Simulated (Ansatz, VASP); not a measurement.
# SiO2: VASP beside Ansatz, part 3 of 3

Wanted: the spread between two codes on one cell, functional and k mesh. The cell is taken from a series of runs on this material, whose earlier steps may have relaxed, scaled, displaced or heated it; both programs get it as it stands.

VASP 6.6.1 and Ansatz 0.2.0.

So far: The structure; Ansatz: zone-centre phonons, LDA; VASP: zone-centre phonons, LDA.

## (3) VASP: zone-centre phonons, LDA (continued)

Level of this step: LDA; plane waves and PAW (O, Si) (VASP).

Numbers of over 12 decimals in the logs are rounded to 6 here.

From OUTCAR (step 3):

```text
ion  position               nearest neighbor table
   1  0.694  0.694  0.000-   5 1.75   5 1.75   6 1.80
   2  0.194  0.806  0.500-   6 1.75   6 1.75   5 1.80
   3  0.306  0.306  0.000-   5 1.75   5 1.75   6 1.80
   4  0.806  0.194  0.500-   6 1.75   6 1.75   5 1.80
   5  0.500  0.500  0.500-   1 1.75   3 1.75   1 1.75   3 1.75   2 1.80   4 1.80
   6  0.000  0.000  0.000-   2 1.75   4 1.75   2 1.75   4 1.75   3 1.80   1 1.80

  LATTYP: Found a simple tetragonal cell.
 ALAT       =     4.1549127599
 C/A-ratio  =     0.6405305524

 Subroutine GETGRP returns: Found 16 space group operations
 (whereof  8 operations were pure point group operations)

The static configuration has the point symmetry D_2h.
 The point group associated with its full space group is D_4h.

 Found     75 irreducible k-points:

   k-points           NKPTS =     75   k-points in BZ     NKDIM =     75   number of bands    NBANDS=     22

   dimension x,y,z NGX =    36 NGY =   36 NGZ =   24
   dimension x,y,z NGXF=    72 NGYF=   72 NGZF=   48

   ENCUT  =  600.0 eV  44.10 Ry    6.64 a.u.   8.30  8.30  5.32*2*pi/ulx,y,z

   NELECT =      32.0000    total number of electrons

 k-points in reciprocal lattice and weights: Automatic mesh
   0.00000000  0.00000000  0.00000000       0.002
   0.12500000  0.00000000  0.00000000       0.008
   0.25000000  0.00000000  0.00000000       0.008
   0.37500000  0.00000000  0.00000000       0.008
   0.50000000  0.00000000  0.00000000       0.004
   0.12500000  0.12500000  0.00000000       0.008
   0.25000000  0.12500000  0.00000000       0.016
   0.37500000  0.12500000  0.00000000       0.016
   0.50000000  0.12500000  0.00000000       0.008
[...]
0.50000000  0.37500000  0.50000000       0.008
   0.50000000  0.50000000  0.50000000       0.002

[...]
2     0.35327     3.78144     0.00000
    3     0.00000     0.00000     4.02664

 Eigenvectors and eigenvalues of the dynamical matrix
 ----------------------------------------------------

   1 f  =   28.490836 THz   179.013205 2PiTHz  950.352006 cm-1   117.828579 meV
             X         Y         Z           dx          dy          dz
      2.885294  2.885294  0.000000    -0.353553   -0.353553   -0.000000
      0.807837  3.347076  1.330674     0.353553   -0.353553   -0.000000
      1.269619  1.269619  0.000000     0.353553    0.353553    0.000000
      3.347076  0.807837  1.330674    -0.353553    0.353553    0.000000
      2.077456  2.077456  1.330674     0.000000    0.000000    0.000000
      0.000000  0.000000  0.000000     0.000000   -0.000000   -0.000000

   2 f  =   24.765722 THz   155.607618 2PiTHz  826.095549 cm-1   102.422748 meV
             X         Y         Z           dx          dy          dz
      2.885294  2.885294  0.000000     0.341497    0.170911   -0.000000
      0.807837  3.347076  1.330674    -0.325185    0.135411   -0.000000
      1.269619  1.269619  0.000000     0.341497    0.170911    0.000000
      3.347076  0.807837  1.330674    -0.325185    0.135411    0.000000
      2.077456  2.077456  1.330674    -0.431809   -0.253549    0.000000
      0.000000  0.000000  0.000000     0.407186   -0.208874    0.000000

   3 f  =   24.765722 THz   155.607618 2PiTHz  826.095549 cm-1   102.422748 meV
             X         Y         Z           dx          dy          dz
      2.885294  2.885294  0.000000     0.135411    0.325185    0.000000
      0.807837  3.347076  1.330674     0.170911   -0.341497    0.000000
      1.269619  1.269619  0.000000     0.135411    0.325185   -0.000000
      3.347076  0.807837  1.330674     0.170911   -0.341497   -0.000000
      2.077456  2.077456  1.330674    -0.208874   -0.407186   -0.000000
      0.000000  0.000000  0.000000    -0.253549    0.431809   -0.000000

   4 f  =   22.929733 THz   144.071761 2PiTHz  764.853563 cm-1    94.829713 meV
             X         Y         Z           dx          dy          dz
      2.885294  2.885294  0.000000     0.000000    0.000000    0.448401
      0.807837  3.347076  1.330674    -0.000000    0.000000   -0.448401
      1.269619  1.269619  0.000000     0.000000    0.000000    0.448401
      3.347076  0.807837  1.330674     0.000000   -0.000000   -0.448401
      2.077456  2.077456  1.330674    -0.000000   -0.000000   -0.312848
      0.000000  0.000000  0.000000    -0.000000   -0.000000    0.312848

   5 f  =   22.681472 THz   142.511889 2PiTHz  756.572455 cm-1    93.802987 meV
             X         Y         Z           dx          dy          dz
      2.885294  2.885294  0.000000     0.353553    0.353553   -0.000000
      0.807837  3.347076  1.330674     0.353553   -0.353553   -0.000000
      1.269619  1.269619  0.000000    -0.353553   -0.353553    0.000000
      3.347076  0.807837  1.330674    -0.353553    0.353553   -0.000000
      2.077456  2.077456  1.330674     0.000000    0.000000   -0.000000
      0.000000  0.000000  0.000000    -0.000000   -0.000000    0.000000

   6 f  =   19.939496 THz   125.283546 2PiTHz  665.109983 cm-1    82.463091 meV
             X         Y         Z           dx          dy          dz
      2.885294  2.885294  0.000000     0.000000   -0.000000    0.341834
      0.807837  3.347076  1.330674    -0.000000    0.000000    0.341834
      1.269619  1.269619  0.000000     0.000000   -0.000000    0.341834
      3.347076  0.807837  1.330674    -0.000000    0.000000    0.341834
      2.077456  2.077456  1.330674     0.000000   -0.000000   -0.516041
      0.000000  0.000000  0.000000    -0.000000   -0.000000   -0.516041

   7 f  =   17.768173 THz   111.640722 2PiTHz  592.682445 cm-1    73.483225 meV
             X         Y         Z           dx          dy          dz
      2.885294  2.885294  0.000000     0.353553   -0.353553    0.000000
      0.807837  3.347076  1.330674    -0.353553   -0.353553   -0.000000
      1.269619  1.269619  0.000000    -0.353553    0.353553   -0.000000
      3.347076  0.807837  1.330674     0.353553    0.353553    0.000000
      2.077456  2.077456  1.330674    -0.000000   -0.000000   -0.000000
      0.000000  0.000000  0.000000     0.000000    0.000000   -0.000000

   8 f  =   17.685943 THz   111.124059 2PiTHz  589.939565 cm-1    73.143151 meV
             X         Y         Z           dx          dy          dz
      2.885294  2.885294  0.000000    -0.294698   -0.087574    0.000000
      0.807837  3.347076  1.330674     0.284036   -0.038708    0.000000
      1.269619  1.269619  0.000000    -0.294698   -0.087574   -0.000000
      3.347076  0.807837  1.330674     0.284036   -0.038708   -0.000000
      2.077456  2.077456  1.330674    -0.550464    0.048154   -0.000000
      0.000000  0.000000  0.000000     0.566560    0.142471    0.000000

   9 f  =   17.685943 THz   111.124059 2PiTHz  589.939565 cm-1    73.143151 meV
             X         Y         Z           dx          dy          dz
      2.885294  2.885294  0.000000    -0.038708   -0.284036   -0.000000
      0.807837  3.347076  1.330674    -0.087574    0.294698    0.000000
      1.269619  1.269619  0.000000    -0.038708   -0.284036    0.000000
      3.347076  0.807837  1.330674    -0.087574    0.294698   -0.000000
      2.077456  2.077456  1.330674     0.142471   -0.566560   -0.000000
      0.000000  0.000000  0.000000     0.048154    0.550464    0.000000

  10 f  =   17.652886 THz   110.916356 2PiTHz  588.836907 cm-1    73.006439 meV
             X         Y         Z           dx          dy          dz
      2.885294  2.885294  0.000000    -0.000000   -0.000000   -0.672583
      0.807837  3.347076  1.330674     0.000000   -0.000000   -0.218247
      1.269619  1.269619  0.000000    -0.000000    0.000000    0.672583
      3.347076  0.807837  1.330674     0.000000    0.000000    0.218247
      2.077456  2.077456  1.330674    -0.000000   -0.000000   -0.000000
      0.000000  0.000000  0.000000     0.000000    0.000000   -0.000000

  11 f  =   17.652886 THz   110.916356 2PiTHz  588.836907 cm-1    73.006439 meV
             X         Y         Z           dx          dy          dz
      2.885294  2.885294  0.000000    -0.000000   -0.000000    0.218247
      0.807837  3.347076  1.330674     0.000000    0.000000   -0.672583
      1.269619  1.269619  0.000000    -0.000000   -0.000000   -0.218247
      3.347076  0.807837  1.330674     0.000000    0.000000    0.672583
      2.077456  2.077456  1.330674    -0.000000   -0.000000    0.000000
      0.000000  0.000000  0.000000     0.000000    0.000000    0.000000

  12 f  =   14.074411 THz    88.432134 2PiTHz  469.471824 cm-1    58.207061 meV
             X         Y         Z           dx          dy          dz
      2.885294  2.885294  0.000000    -0.346704    0.298893   -0.000000
      0.807837  3.347076  1.330674    -0.232807   -0.152749    0.000000
      1.269619  1.269619  0.000000    -0.346704    0.298893    0.000000
      3.347076  0.807837  1.330674    -0.232807   -0.152749   -0.000000
      2.077456  2.077456  1.330674     0.461145   -0.204152   -0.000000
      0.000000  0.000000  0.000000     0.413823   -0.016503    0.000000

  13 f  =   14.074411 THz    88.432134 2PiTHz  469.471824 cm-1    58.207061 meV
             X         Y         Z           dx          dy          dz
      2.885294  2.885294  0.000000     0.152749   -0.232807    0.000000
      0.807837  3.347076  1.330674    -0.298893   -0.346704    0.000000
      1.269619  1.269619  0.000000     0.152749   -0.232807   -0.000000
      3.347076  0.807837  1.330674    -0.298893   -0.346704   -0.000000
      2.077456  2.077456  1.330674     0.016503    0.413823   -0.000000
      0.000000  0.000000  0.000000     0.204152    0.461145    0.000000
    [... 43 further lines ...]
      2.077456  2.077456  1.330674    -0.247413   -0.415291   -0.000000
      0.000000  0.000000  0.000000    -0.247405   -0.415286   -0.000000

 MACROSCOPIC STATIC DIELECTRIC TENSOR IONIC CONTRIBUTION
 ------------------------------------------------------
           7.432232     0.000000    -0.000000
           0.000000     7.432232    -0.000000
          -0.000000    -0.000000     5.248889
 ------------------------------------------------------

 ELASTIC MODULI CONTR FROM IONIC RELAXATION (kBar)
 Direction    XX          YY          ZZ          XY          YZ          ZX
 --------------------------------------------------------------------------------
 XX        -926.8465    234.8608    -54.4087     -0.0000      0.0000      0.0000
 YY         234.8608   -926.8465    -54.4087      0.0000     -0.0000     -0.0000
 ZZ         -54.4087    -54.4087     -8.5560      0.0000      0.0000      0.0000
 XY          -0.0000      0.0000     -0.0000    -15.3754     -0.0000      0.0000
 YZ           0.0000     -0.0000      0.0000     -0.0000    -64.1677      0.0000
 ZX           0.0000     -0.0000      0.0000      0.0000      0.0000    -83.7617
 --------------------------------------------------------------------------------

 PIEZOELECTRIC TENSOR IONIC CONTR  for field in x, y, z        (C/m^2)
          XX          YY          ZZ          XY          YZ          ZX
  --------------------------------------------------------------------------------
  x    -0.00000    -0.00000    -0.00000    -0.00000    -0.00000     0.00000
  y    -0.00000     0.00000    -0.00000     0.00000    -0.00000     0.00000
  z     0.00000    -0.00000    -0.00000    -0.00000     0.00000     0.00000
```

## (4) Side by side

Known differences besides the potentials themselves: fixed occupations in Ansatz, narrow Gaussian smearing in VASP; VASP's response is taken on the typed mesh, Ansatz refines its own for the field response alone; the cutoff is 420 eV in Ansatz and 600 eV in VASP; VASP's log shows a relativistic correction to its local exchange, Ansatz's none. Total energies have different zeros and are not compared.

The two programs side by side:

```
                                     quantity  Ansatz   VASP  difference
                                        ε∞ xx    3.37   3.35     +0.70 %
                                        ε∞ yy    3.37   3.35     +0.70 %
                                        ε∞ zz    3.55   3.53     +0.75 %
 Born charge of O1 (mean of the diagonal) (e)   -1.95  -1.93       -0.02
Born charge of Si5 (mean of the diagonal) (e)    3.90   3.86       +0.03
                        optical mode 1 (cm⁻¹)   218.4  219.3     -0.37 %
                        optical mode 2 (cm⁻¹)   383.6  386.6     -0.77 %
                   optical mode 3 to 4 (cm⁻¹)   465.6  469.5     -0.81 %
                   optical mode 5 to 6 (cm⁻¹)   583.8  588.8     -0.85 %
                   optical mode 7 to 8 (cm⁻¹)   585.8  589.9     -0.70 %
                        optical mode 9 (cm⁻¹)   589.1  592.7     -0.61 %
                       optical mode 10 (cm⁻¹)   658.2  665.1     -1.04 %
                       optical mode 11 (cm⁻¹)   753.4  756.6     -0.42 %
                       optical mode 12 (cm⁻¹)   757.9  764.9     -0.91 %
                 optical mode 13 to 14 (cm⁻¹)   822.9  826.1     -0.39 %
                       optical mode 15 (cm⁻¹)   947.2  950.4     -0.33 %
```

Modes are paired by rising frequency, not by their patterns, so a pair may set unlike modes beside each other; they are those without the splitting of longitudinal modes.

## (5) Results

```yaml
r_m_s_difference_of_the_optical_zone_centre_modes_each_program_s_sorted_by_frequency_zone_centre_phonons_lda: 4.3 cm⁻¹
difference_in_optical_mode_10_zone_centre_phonons_lda: -1.0 %
```

The r.m.s. difference of the optical zone-centre modes, each program's sorted by frequency is 4.3 cm⁻¹ (zone-centre phonons, LDA). Among the rows given in per cent, the largest difference of the zone-centre phonons, LDA pair is in optical mode 10, -1.0 %. How closely two codes agree says nothing of how well the functional describes the real material.

[Lines on the potential files, build, host, timing and source positions are cut from VASP's logs without a mark.]

[Logs are printed without paths, hosts, clocks, repeated set-up lines and the standing remarks that a program may print on its own settings, such as how far it seeks lower states.]

[Hosts, paths, dates, database ids (printed as entryN), source tags and the programs' standing remarks are cut or masked in the printed files.]
